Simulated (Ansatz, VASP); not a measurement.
# Cd2TeO: VASP beside Ansatz

Wanted: the spread between two codes on one cell, functional and k mesh. The cell is invented: As first built, before any earlier steps moved the atoms (in the runner's words): it takes the CdTe structure with some of its atoms replaced by other elements, volume scaled by an estimate. It may not be a known or stable phase. The cell is taken from a series of VASP runs on this material, whose earlier steps may have relaxed, scaled or displaced it; both programs get it as it stands.

Calculated with Ansatz 0.2.0; plane waves, with VASP 6.6.1 beside it; band structure at HSE06.

## (1) Set-up

Symmetry: P-4m2, No. 115, tetragonal system. The conventional cell has a = 4.255 Å, b = 4.255 Å, c = 5.882 Å, α = 90.00°, β = 90.00°, γ = 90.00°. Nearest to Te lie 4 Cd at 2.86 Å. Nearest to Cd lie 2 O at 2.36 Å and 2 Te at 2.86 Å. Nearest to O lie 4 Cd at 2.36 Å. As first built, before any earlier steps moved the atoms (in the runner's words): sites of the CdTe structure (space group 216) filled with other elements, volume scaled by an estimate. Farther neighbours and most contacts between anions are not listed.

## (2) VASP: band structure, HSE06

With cell and atoms fixed, the geometry can't cause a difference; cores, projectors, grids and the points listed under the comparison can.

Lines of VASP's logs that name or quote its potential files are left out, and so is its time.

The run reads the wave functions of an earlier VASP run, which isn't shown here.

INCAR

```
SYSTEM = Cd2TeO
PREC = Accurate
ENCUT = 520
EDIFF = 1E-06
NELM = 100
ISMEAR = -1
SIGMA = 0.05
LREAL = .FALSE.
ALGO = Normal
LHFCALC = .TRUE.
AEXX = 0.25
GGA = PE
HFSCREEN = 0.2
LASPH = .TRUE.
NBANDS = 24
PRECFOCK = Fast
LORBIT = 11
LWAVE = .FALSE.
LCHARG = .FALSE.
KPAR = 2
```

POSCAR

```
Cd2TeO
1.0
    4.2550536862      0.0000000000      0.0000000000
    0.0000000000      4.2550536862      0.0000000000
    0.0000000000      0.0000000000      5.8821187959
Te Cd O
1 2 1
Direct
    0.0000000000      0.0000000000      0.5000000000
    0.0000000000      0.5000000000      0.1755364129
    0.5000000000      0.0000000000      0.8244635871
    0.5000000000      0.5000000000      0.0000000000
```

KPOINTS

```
Automatic mesh
0
Gamma
3 3 3
0 0 0
```

KPOINTS_OPT

```
Line mode
6
Line-mode
Reciprocal
  0.00000000   0.00000000   0.00000000 GAMMA
  0.00000000   0.50000000   0.00000000 X

  0.00000000   0.50000000   0.00000000 X
  0.50000000   0.50000000   0.00000000 M

  0.50000000   0.50000000   0.00000000 M
  0.00000000   0.00000000   0.00000000 GAMMA

  0.00000000   0.00000000   0.00000000 GAMMA
  0.00000000   0.00000000   0.50000000 Z

  0.00000000   0.00000000   0.50000000 Z
  0.00000000   0.50000000   0.50000000 R

  0.00000000   0.50000000   0.50000000 R
  0.50000000   0.50000000   0.50000000 A

  0.50000000   0.50000000   0.50000000 A
  0.00000000   0.00000000   0.50000000 Z

  0.00000000   0.50000000   0.00000000 X
  0.00000000   0.50000000   0.50000000 R

  0.50000000   0.50000000   0.00000000 M
  0.50000000   0.50000000   0.50000000 A
```

Potentials, in the order of the species: Te, Cd and O (PBE family, release 64).

Run with:

```bash
> mpirun -np 2 vasp_std
```

Numbers of over 12 decimals in the logs are rounded to 6 here.

Log:

```text
[banner, memory and clock lines left out]
running    2 mpi-ranks, on    1 nodes
 distrk:  each k-point on    1 cores,    2 groups
 distr:  one band on    1 cores,    1 groups

 POSCAR found type information on POSCAR TeCdO
 POSCAR found :  3 types and       4 ions
 LDA part: xc-table for (Slater+PW92), standard interpolation
 found WAVECAR, reading the header
 POSCAR, INCAR and KPOINTS ok, starting setup
 FFT: planning ... GRIDC
 FFT: planning ... GRID_SOFT
 FFT: planning ... GRID
 reading WAVECAR
 the WAVECAR file was read successfully
 initial charge from wavefunction
 entering main loop
       N       E                     dE             d eps       ncg     rms          rms(c)
DAV:   1    -0.150001521931E+02   -0.15000E+02   -0.16884E+00   288   0.898E+00    0.872E+00
DAV:   2    -0.150053140795E+02   -0.51619E-02   -0.12994E-01   336   0.291E+00    0.629E+00
DAV:   3    -0.150028093491E+02    0.25047E-02   -0.20352E-02   376   0.110E+00    0.403E+00
DAV:   4    -0.150012944432E+02    0.15149E-02   -0.26137E-03   336   0.469E-01    0.236E+00
DAV:   5    -0.150010684020E+02    0.22604E-03   -0.13060E-03   304   0.221E-01    0.140E+00
DAV:   6    -0.150009365385E+02    0.13186E-03   -0.11906E-04   344   0.867E-02    0.856E-01
DAV:   7    -0.150009209048E+02    0.15634E-04   -0.60352E-05   328   0.460E-02    0.510E-01
DAV:   8    -0.150009116183E+02    0.92864E-05   -0.13862E-05   320   0.293E-02    0.300E-01
DAV:   9    -0.150009101712E+02    0.14471E-05   -0.62737E-06   328   0.160E-02    0.178E-01
DAV:  10    -0.150009098857E+02    0.28553E-06   -0.82430E-07   208   0.701E-03
   1 F= -.15000910E+02 E0= -.14994279E+02  d E =-.132609E-01
 Start KPOINTS_OPT (optional k-point list driver)
k-point batch [1-6\54]
       N       E                     dE             ncg
DAV:   1     0.505698673142E+03   -0.19977E+04      288
DAV:   2    -0.125454347088E+04   -0.17602E+04      320
DAV:   3    -0.137905876493E+04   -0.12452E+03      352
DAV:   4    -0.138254774105E+04   -0.34890E+01      384
DAV:   5    -0.138257886825E+04   -0.31127E-01      352
DAV:   6    -0.138257936033E+04   -0.49208E-03      408
DAV:   7    -0.138257936999E+04   -0.96610E-05      320
DAV:   8    -0.138257937025E+04   -0.25220E-06      232
[...]
k-point batch [49-54\54]
       N       E                     dE             ncg
DAV:   1     0.383480787205E+03   -0.69527E+04      288
DAV:   2    -0.131126608258E+04   -0.16947E+04      336
DAV:   3    -0.142284674835E+04   -0.11158E+03      328
DAV:   4    -0.142532594556E+04   -0.24792E+01      384
DAV:   5    -0.142534665829E+04   -0.20713E-01      344
DAV:   6    -0.142534691514E+04   -0.25685E-03      424
DAV:   7    -0.142534691797E+04   -0.28249E-05      240
DAV:   8    -0.142534691800E+04   -0.29962E-07      232
```

From OUTCAR (step 2):

```text
ion  position               nearest neighbor table
   1  0.000  0.000  0.500-   2 2.86   3 2.86   2 2.86   3 2.86
   2  0.000  0.500  0.176-   4 2.36   4 2.36   1 2.86   1 2.86   3 3.65   3 3.65   3 3.65   3 3.65

  LATTYP: Found a simple tetragonal cell.
 ALAT       =     4.2550536862
 C/A-ratio  =     1.3823841553

 Subroutine GETGRP returns: Found  8 space group operations
 (whereof  8 operations were pure point group operations)

The static configuration has the point symmetry D_2d.

 Found      6 irreducible k-points:

   k-points           NKPTS =      6   k-points in BZ     NKDIM =     27   number of bands    NBANDS=     24

   dimension x,y,z NGX =    32 NGY =   32 NGZ =   48
   dimension x,y,z NGXF=    64 NGYF=   64 NGZF=   96

   ENCUT  =  520.0 eV  38.22 Ry    6.18 a.u.   7.91  7.91 10.94*2*pi/ulx,y,z

   NELECT =      36.0000    total number of electrons

 k-points in reciprocal lattice and weights: Automatic mesh
   0.00000000  0.00000000  0.00000000       0.037
   0.33333333  0.00000000  0.00000000       0.148
   0.33333333  0.33333333  0.00000000       0.148
   0.00000000  0.00000000  0.33333333       0.074
   0.33333333  0.00000000  0.33333333       0.296
   0.33333333  0.33333333  0.33333333       0.296

  exchange ACFDT corr.  =         0.00000000  see jH, gK, PRB 81, 115126

 average (electrostatic) potential at core
       1 -88.0669       2 -33.1201       3 -33.1201       4 -66.5874

 E-fermi :   1.1782

 k-point     1 :       0.0000    0.0000    0.0000
  band No.  band energies     occupation
    ...
     15      -1.6721      2.00000
     16       0.1166      2.00000
     17       0.6516      1.99995
     18       0.9906      1.95414
     19       0.9906      1.95414
     20       5.6913      0.00000
     21       5.8096      0.00000
     22       8.8928      0.00000
     23       8.8928      0.00000
     24       9.0833      0.00000

 k-point     2 :       0.3333    0.0000    0.0000
  band No.  band energies     occupation
    ...
     14      -2.3545      2.00000
     15      -1.4333      2.00000
     16      -1.3938      2.00000
     17      -0.5663      2.00000
     18       1.0451      1.86950
     19       2.9282      0.00000
     20       5.5658      0.00000
     21       6.4346      0.00000
     22       6.9525      0.00000
     23       9.1230      0.00000
    ...

 k-point     3 :       0.3333    0.3333    0.0000
  band No.  band energies     occupation
    ...
     14      -2.7305      2.00000
     15      -1.7504      2.00000
     16      -1.1462      2.00000
     17      -0.6945      2.00000
     18      -0.3587      2.00000
     19       3.6854      0.00000
     20       5.9250      0.00000
     21       6.0952      0.00000
     22       6.1106      0.00000
     23       7.8685      0.00000
    ...

  energy-cutoff  :      520.00
  volume of cell :      106.50
      direct lattice vectors                 reciprocal lattice vectors
     4.255053686  0.000000000  0.000000000     0.235014661  0.000000000  0.000000000
     0.000000000  4.255053686  0.000000000     0.000000000  0.235014661  0.000000000
     0.000000000  0.000000000  5.882118796     0.000000000  0.000000000  0.170006767

 POSITION                                       TOTAL-FORCE (eV/Angst)
 -----------------------------------------------------------------------------------
      0.00000      0.00000      2.94106        -0.000000      0.000000      0.000000
      0.00000      2.12753      1.03253        -0.000000      0.000000     -0.087547
      2.12753      0.00000      4.84959        -0.000000      0.000000      0.087547
      2.12753      2.12753      0.00000         0.000000     -0.000000      0.000000
 -----------------------------------------------------------------------------------
    total drift:                                0.000000      0.000000     -0.000005

  FREE ENERGIE OF THE ION-ELECTRON SYSTEM (eV)
  ---------------------------------------------------
  free  energy   TOTEN  =       -15.0009098857 eV

  energy  without entropy=      -14.9876489801  energy(sigma->0) =      -14.99427943

 total charge
# of ion       s       p       d       tot
------------------------------------------
    1        1.314   2.216   0.015   3.545
    2        0.372   0.233   9.609  10.214
    3        0.372   0.233   9.609  10.214
    4        1.569   3.315   0.000   4.884
--------------------------------------------------
tot          3.628   5.996  19.234  28.857

[... 3 further parts left out ...]
```

(Part 1 of 2 ends here.)

[Lines on the potential files, build, host, timing and source positions are cut from VASP's logs without a mark.]

[Logs are printed without paths, hosts, clocks, repeated set-up lines and the standing remarks that a program may print on its own settings, such as how far it seeks lower states.]

[Hosts, paths, dates, database ids (printed as entryN), source tags and the programs' standing remarks are cut or masked in the printed files.]
